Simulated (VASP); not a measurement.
## YB6 with r2SCAN + rVV10: from relaxation to properties

What structure does YB6 take at this level, and what are its properties? The steps: relaxing cell and atoms (r2SCAN + rVV10), second relaxation, single point with fields (r2SCAN + rVV10), band structure (r2SCAN + rVV10), total and projected DOS (r2SCAN + rVV10), zone-centre phonons (r2SCAN + rVV10), volume scan with r2SCAN + rVV10, fit for r2SCAN + rVV10 and bands along the symmetry lines (r2SCAN + rVV10), changed input. The start is a cell from a database of measured crystal structures.

Program: VASP 6.6.1. Level of theory: r2SCAN with rVV10; plane waves and PAW (Y_sv, B). Results are calculated unless marked as measured.

The database entry behind the starting cell differs from later determinations by our own check (about 0.3 % long, ideal inner coordinate), so it need not match the best structure at ambient conditions.

## (1) Set-up

Before any relaxation, the start is as follows. It takes space group Pm-3m (No. 221, cubic). Conventional cell: a = 4.113 Å, b = 4.113 Å, c = 4.113 Å, α = 90.00°, β = 90.00°, γ = 90.00°. Y has 24 B at 3.03 Å nearest. Nearest to B lie 6 B at 1.70 to 2.41 Å and 4 Y at 3.03 Å. Farther neighbours are not listed.

Structure file:

```cif
data_structure
_symmetry_space_group_name_H-M 'P 1'
_symmetry_Int_Tables_number 1
_cell_length_a 4.1130
_cell_length_b 4.1130
_cell_length_c 4.1130
_cell_angle_alpha 90.000
_cell_angle_beta 90.000
_cell_angle_gamma 90.000
_cell_volume 69.58
loop_
_atom_site_label
_atom_site_type_symbol
_atom_site_fract_x
_atom_site_fract_y
_atom_site_fract_z
_atom_site_occupancy
Y1 Y 0.00000 0.00000 0.00000 1
B2 B 0.20700 0.50000 0.50000 1
B3 B 0.50000 0.20700 0.50000 1
B4 B 0.79300 0.50000 0.50000 1
B5 B 0.50000 0.79300 0.50000 1
B6 B 0.50000 0.50000 0.20700 1
B7 B 0.50000 0.50000 0.79300 1
```

## (2) Relaxing cell and atoms (r2SCAN + rVV10)

The start need not lie at this functional's minimum. ISIF = 3 frees volume, shape and positions, and EDIFFG sets the threshold on forces and stress at which the search stops. r2SCAN adds the kinetic-energy density, costs more than a GGA and is run with LASPH. LUSE_VDW switches on a nonlocal correlation term for dispersion.

File INCAR:

```
SYSTEM = YB6
PREC = Accurate
ENCUT = 420
EDIFF = 1E-06
NELM = 100
ISMEAR = 0
SIGMA = 0.05
LREAL = .FALSE.
ALGO = Normal
METAGGA = R2SCAN
LUSE_VDW = .TRUE.
IVDW_NL = 2
BPARAM = 11.95
CPARAM = 0.0093
LASPH = .TRUE.
NBANDS = 21
LORBIT = 11
LWAVE = .FALSE.
LCHARG = .FALSE.
KPAR = 4
IBRION = 2
NSW = 60
ISIF = 3
EDIFFG = -0.01
```

File POSCAR:

```
YB6
1.0
    4.1130000000      0.0000000000      0.0000000000
    0.0000000000      4.1130000000      0.0000000000
    0.0000000000      0.0000000000      4.1130000000
Y B
1 6
Direct
    0.0000000000      0.0000000000      0.0000000000
    0.2070000000      0.5000000000      0.5000000000
    0.5000000000      0.2070000000      0.5000000000
    0.7930000000      0.5000000000      0.5000000000
    0.5000000000      0.7930000000      0.5000000000
    0.5000000000      0.5000000000      0.2070000000
    0.5000000000      0.5000000000      0.7930000000
```

File KPOINTS:

```
Automatic mesh
0
Gamma
7 7 7
0 0 0
```

Potentials, in the order of the species: Y_sv and B (PBE family, release 64).

On the command line:

```sh
> mpirun -np 4 vasp_std
```

Output:

```text
[banner, memory and clock lines left out]
running    4 mpi-ranks, on    1 nodes
 distrk:  each k-point on    1 cores,    4 groups
 distr:  one band on    1 cores,    1 groups

 POSCAR found type information on POSCAR Y B
 POSCAR found :  2 types and       7 ions
|                                                                             |
|               ----> ADVICE to this user running VASP <----                  |
|                                                                             |
|     You have switched on vdW-DFT.                                           |
|     This routine was written and supplied by Jiri Klimes. We recommend      |
|     that you carefully read and cite the following publications:            |
|       J. Klimes, D.R. Bowler, A. Michelides                                 |
|          J. Phys.: Cond Matt. 22 022201 (2010)                              |
|       J. Klimes, D.R. Bowler, A. Michelides                                 |
|          Phys. Rev. B. 83, 195131 (2011)                                    |
|     and references therein.                                                 |
|                                                                             |

|                                                                             |
|               ----> ADVICE to this user running VASP <----                  |
|                                                                             |
|     You enforced a specific xc type in the INCAR file but a different       |
|     [... a line on the potential file left out ...]
|     I HOPE YOU KNOW WHAT YOU ARE DOING!                                     |
|                                                                             |

 LDA part: xc-table for (None), standard interpolation
 POSCAR, INCAR and KPOINTS ok, starting setup
 FFT: planning ... GRIDC
 FFT: planning ... GRID_SOFT
 FFT: planning ... GRID
 WAVECAR not read
 entering main loop
       N       E                     dE             d eps       ncg     rms          rms(c)
Total rVV10 correction in eV:      0.3064088    29.9215336
Total rVV10 correction in eV:      0.3064088    29.9215336
Total rVV10 correction in eV:      0.3064088    29.9215336
Total rVV10 correction in eV:      0.3064088    29.9215336
DAV:   1     0.562414041449E+02    0.56241E+02   -0.12814E+04   840   0.112E+03
DAV:   2    -0.754976275871E+02   -0.13174E+03   -0.12716E+03  1084   0.240E+02
DAV:   3    -0.803568141081E+02   -0.48592E+01   -0.47703E+01  1264   0.400E+01
DAV:   4    -0.804562430454E+02   -0.99429E-01   -0.98825E-01  1174   0.504E+00
DAV:   5    -0.804583118432E+02   -0.20688E-02   -0.20681E-02  1151   0.608E-01    0.150E+01
Total rVV10 correction in eV:      0.3373589    29.9215337
Total rVV10 correction in eV:      0.3373589    29.9215337
Total rVV10 correction in eV:      0.3373589    29.9215337
Total rVV10 correction in eV:      0.3373589    29.9215337
DAV:   6    -0.678056114239E+02    0.12653E+02   -0.11725E+01  1133   0.225E+01    0.120E+01
Total rVV10 correction in eV:      0.3625808    29.9215337
Total rVV10 correction in eV:      0.3625808    29.9215337
Total rVV10 correction in eV:      0.3625808    29.9215337
Total rVV10 correction in eV:      0.3625808    29.9215337
DAV:   7    -0.669790840837E+02    0.82653E+00   -0.75100E+00  1146   0.136E+01    0.104E+01
Total rVV10 correction in eV:      0.3574133    29.9215337
Total rVV10 correction in eV:      0.3574133    29.9215337
Total rVV10 correction in eV:      0.3574133    29.9215337
Total rVV10 correction in eV:      0.3574133    29.9215337
DAV:   8    -0.671970105243E+02   -0.21793E+00   -0.21533E+00  1072   0.755E+00    0.163E+00
Total rVV10 correction in eV:      0.3678789    29.9215337
Total rVV10 correction in eV:      0.3678789    29.9215337
Total rVV10 correction in eV:      0.3678789    29.9215337
Total rVV10 correction in eV:      0.3678789    29.9215337
DAV:   9    -0.669823878150E+02    0.21462E+00   -0.83472E-01  1025   0.449E+00    0.353E-01
Total rVV10 correction in eV:      0.3668669    29.9215337
Total rVV10 correction in eV:      0.3668669    29.9215337
Total rVV10 correction in eV:      0.3668669    29.9215337
Total rVV10 correction in eV:      0.3668669    29.9215337
DAV:  10    -0.669837529071E+02   -0.13651E-02   -0.46272E-02  1051   0.122E+00    0.798E-01
Total rVV10 correction in eV:      0.3666310    29.9215337
Total rVV10 correction in eV:      0.3666310    29.9215337
Total rVV10 correction in eV:      0.3666310    29.9215337
Total rVV10 correction in eV:      0.3666310    29.9215337
DAV:  11    -0.669832955891E+02    0.45732E-03   -0.26309E-03  1094   0.291E-01    0.239E-01
Total rVV10 correction in eV:      0.3665485    29.9215337
Total rVV10 correction in eV:      0.3665485    29.9215337
Total rVV10 correction in eV:      0.3665485    29.9215337
Total rVV10 correction in eV:      0.3665485    29.9215337
DAV:  12    -0.669830923269E+02    0.20326E-03   -0.93664E-04  1106   0.168E-01    0.410E-02
Total rVV10 correction in eV:      0.3665659    29.9215337
Total rVV10 correction in eV:      0.3665659    29.9215337
Total rVV10 correction in eV:      0.3665659    29.9215337
Total rVV10 correction in eV:      0.3665659    29.9215337
DAV:  13    -0.669830968778E+02   -0.45509E-05   -0.87726E-05  1076   0.558E-02    0.187E-02
Total rVV10 correction in eV:      0.3665799    29.9215337
Total rVV10 correction in eV:      0.3665799    29.9215337
Total rVV10 correction in eV:      0.3665799    29.9215337
Total rVV10 correction in eV:      0.3665799    29.9215337
DAV:  14    -0.669830956358E+02    0.12420E-05   -0.69783E-06  1084   0.140E-02    0.606E-03
Total rVV10 correction in eV:      0.3665750    29.9215337
Total rVV10 correction in eV:      0.3665750    29.9215337
Total rVV10 correction in eV:      0.3665750    29.9215337
Total rVV10 correction in eV:      0.3665750    29.9215337
DAV:  15    -0.669830956976E+02   -0.61761E-07   -0.62643E-07   658   0.520E-03
Total rVV10 correction in eV:      0.3665814    29.9215337
Total rVV10 correction in eV:      0.3665814    29.9215337
Total rVV10 correction in eV:      0.3665814    29.9215337
Total rVV10 correction in eV:      0.3665814    29.9215337
Total rVV10 correction in eV:      0.3665764    29.9215337
Total rVV10 correction in eV:      0.3665764    29.9215337
Total rVV10 correction in eV:      0.3665764    29.9215337
Total rVV10 correction in eV:      0.3665764    29.9215337
   1 F= -.66983096E+02 E0= -.66981187E+02  d E =-.669831E+02
 curvature:   0.00 expect dE= 0.000E+00 dE for cont linesearch  0.000E+00
 trial: gam= 0.00000 g(F)=  0.149E+01 g(S)=  0.836E-03 ort = 0.000E+00 (trialstep = 0.100E+01)
 search vector abs. value=  0.149E+01
 bond charge predicted
       N       E                     dE             d eps       ncg     rms          rms(c)
Total rVV10 correction in eV:      0.3496587    29.9215337
Total rVV10 correction in eV:      0.3496587    29.9215337
Total rVV10 correction in eV:      0.3496587    29.9215337
Total rVV10 correction in eV:      0.3496587    29.9215337
DAV:   1    -0.663137571981E+02    0.66934E+00   -0.10816E+02   850   0.550E+01    0.433E+00
Total rVV10 correction in eV:      0.3466481    29.9215336
Total rVV10 correction in eV:      0.3466481    29.9215336
Total rVV10 correction in eV:      0.3466481    29.9215336
Total rVV10 correction in eV:      0.3466481    29.9215336
DAV:   2    -0.660518475280E+02    0.26191E+00   -0.30181E+00  1126   0.100E+01    0.238E+00
Total rVV10 correction in eV:      0.3488278    29.9215336
Total rVV10 correction in eV:      0.3488278    29.9215336
Total rVV10 correction in eV:      0.3488278    29.9215336
Total rVV10 correction in eV:      0.3488278    29.9215336
DAV:   3    -0.659085387256E+02    0.14331E+00   -0.53046E-01   920   0.385E+00    0.727E-01
Total rVV10 correction in eV:      0.3497915    29.9215336
Total rVV10 correction in eV:      0.3497915    29.9215336
Total rVV10 correction in eV:      0.3497915    29.9215336
Total rVV10 correction in eV:      0.3497915    29.9215336
DAV:   4    -0.659129190394E+02   -0.43803E-02   -0.60076E-02  1125   0.122E+00    0.510E-01
Total rVV10 correction in eV:      0.3499584    29.9215336
Total rVV10 correction in eV:      0.3499584    29.9215336
Total rVV10 correction in eV:      0.3499584    29.9215336
Total rVV10 correction in eV:      0.3499584    29.9215336
DAV:   5    -0.659132695104E+02   -0.35047E-03   -0.10566E-03  1036   0.184E-01    0.231E-01
Total rVV10 correction in eV:      0.3499632    29.9215336
Total rVV10 correction in eV:      0.3499632    29.9215336
Total rVV10 correction in eV:      0.3499632    29.9215336
Total rVV10 correction in eV:      0.3499632    29.9215336
DAV:   6    -0.659133392489E+02   -0.69739E-04   -0.19866E-04  1129   0.948E-02    0.155E-02
Total rVV10 correction in eV:      0.3499405    29.9215336
Total rVV10 correction in eV:      0.3499405    29.9215336
Total rVV10 correction in eV:      0.3499405    29.9215336
Total rVV10 correction in eV:      0.3499405    29.9215336
DAV:   7    -0.659133409498E+02   -0.17010E-05   -0.10724E-05  1111   0.210E-02    0.114E-02
Total rVV10 correction in eV:      0.3499119    29.9215336
Total rVV10 correction in eV:      0.3499119    29.9215336
Total rVV10 correction in eV:      0.3499119    29.9215336
Total rVV10 correction in eV:      0.3499119    29.9215336
DAV:   8    -0.659133415349E+02   -0.58511E-06   -0.22203E-06   986   0.116E-02
Total rVV10 correction in eV:      0.3499237    29.9215336
Total rVV10 correction in eV:      0.3499237    29.9215336
Total rVV10 correction in eV:      0.3499237    29.9215336
Total rVV10 correction in eV:      0.3499237    29.9215336
Total rVV10 correction in eV:      0.3499195    29.9215336
Total rVV10 correction in eV:      0.3499195    29.9215336
Total rVV10 correction in eV:      0.3499195    29.9215336
Total rVV10 correction in eV:      0.3499195    29.9215336
   2 F= -.65913342E+02 E0= -.65911964E+02  d E =0.106975E+01
[...]
3 F= -.67207101E+02 E0= -.67204932E+02  d E =-.224005E+00
[...]
4 F= -.67207298E+02 E0= -.67205159E+02  d E =-.224202E+00
[...]
5 F= -.67217183E+02 E0= -.67214842E+02  d E =-.988474E-02
[...]
6 F= -.67218718E+02 E0= -.67216434E+02  d E =-.114200E-01
[...]
7 F= -.67218512E+02 E0= -.67216278E+02  d E =0.206227E-03
 trial-energy change:    0.000206  1 .order    0.000206   -0.000435    0.000847
 step:   0.2762(harm=  0.2762)  dis= 0.00057  next Energy=   -67.218792 (dE=-0.737E-04)
 bond charge predicted
       N       E                     dE             d eps       ncg     rms          rms(c)
Total rVV10 correction in eV:      0.3557384    29.9215335
Total rVV10 correction in eV:      0.3557384    29.9215335
Total rVV10 correction in eV:      0.3557384    29.9215335
Total rVV10 correction in eV:      0.3557384    29.9215335
DAV:   1    -0.672188407157E+02   -0.32900E-03   -0.11334E-02   855   0.574E-01    0.451E-02
Total rVV10 correction in eV:      0.3557278    29.9215335
Total rVV10 correction in eV:      0.3557278    29.9215335
Total rVV10 correction in eV:      0.3557278    29.9215335
Total rVV10 correction in eV:      0.3557278    29.9215335
DAV:   2    -0.672188062561E+02    0.34460E-04   -0.31003E-04  1053   0.103E-01    0.240E-02
Total rVV10 correction in eV:      0.3557580    29.9215335
Total rVV10 correction in eV:      0.3557580    29.9215335
Total rVV10 correction in eV:      0.3557580    29.9215335
Total rVV10 correction in eV:      0.3557580    29.9215335
DAV:   3    -0.672187918986E+02    0.14358E-04   -0.60607E-05   981   0.414E-02    0.576E-03
Total rVV10 correction in eV:      0.3557703    29.9215335
Total rVV10 correction in eV:      0.3557703    29.9215335
Total rVV10 correction in eV:      0.3557703    29.9215335
Total rVV10 correction in eV:      0.3557703    29.9215335
DAV:   4    -0.672187918297E+02    0.68893E-07   -0.53797E-06   970   0.129E-02
Total rVV10 correction in eV:      0.3557783    29.9215335
Total rVV10 correction in eV:      0.3557783    29.9215335
Total rVV10 correction in eV:      0.3557783    29.9215335
Total rVV10 correction in eV:      0.3557783    29.9215335
Total rVV10 correction in eV:      0.3557769    29.9215335
Total rVV10 correction in eV:      0.3557769    29.9215335
Total rVV10 correction in eV:      0.3557769    29.9215335
Total rVV10 correction in eV:      0.3557769    29.9215335
   8 F= -.67218792E+02 E0= -.67216526E+02  d E =-.736576E-04
 curvature:  -0.14 expect dE=-0.490E-07 dE for cont linesearch -0.265E-08
 trial: gam= 0.00704 g(F)=  0.619E-08 g(S)=  0.349E-06 ort =-0.320E-05 (trialstep = 0.707E+00)
 search vector abs. value=  0.336E-06
 reached required accuracy - stopping structural energy minimisation
```

It took 7 min on 4 MPI ranks of AMD EPYC 7R43, shared host; peak memory 0.93 GiB.

Lines that name or quote the potential files are left out of all logs, and their timing lines are given in words.

(Continued in part 2 of 9.)

[Lines on the potential files, build, host, timing and source positions are cut from VASP's logs without a mark.]

[Logs are printed without paths, hosts, clocks, repeated set-up lines and the standing remarks that a program may print on its own settings, such as how far it seeks lower states.]

[Hosts, paths, dates, database ids (printed as entryN), source tags and the programs' standing remarks are cut or masked in the printed files.]

[A measured line is paired with the nearest computed mode of its activity, which favours agreement.]
